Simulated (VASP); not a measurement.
Runs of VASP 6.6.1 on KMgH3. All rows change the cell; the cell of one of them follows. It takes space group Cmmm (No. 65, orthorhombic). The conventional cell has a = 5.514 Å, b = 5.870 Å, c = 4.025 Å, α = 90.00°, β = 90.00°, γ = 90.00°. K (site symmetry mmm) is surrounded by 12 H at 2.76 to 2.94 Å. Mg (site symmetry mmm) has 6 H at 2.01 Å as nearest neighbours. H (site symmetry 2/m) is surrounded by 2 Mg at 2.01 Å. Around H (site symmetry mmm) lie 2 Mg at 2.01 Å. 

```tsv
cell	gap on the mesh (eV)	pressure (GPa)
strain +0.0625 x Voigt [0, 0, 0, 0, 0, 1], atoms carried along	2.02	-3.1
strain +0.0750 x Voigt [0, 0, 0, 0, 0, 1], atoms carried along	2.00	-3.1
strain +0.0125 x Voigt [0, 0, 0, 0, 0, 1], atoms carried along	(a)	-3.2
strain -0.0500 x Voigt [0, 0, 0, 0, 0, 1], atoms carried along	2.03	-3.2
```

Alike in all rows: task single point; level LDA; potentials or basis VASP PAW LDA potentials, release 64 (K_sv, Mg, H); no spin polarisation; k mesh 8 × 8 × 8; cutoff (eV) 520; smearing gaussian 0.05 eV.

Estimate the missing entries.

(a) 2.05.

A k mesh can miss the band edges.
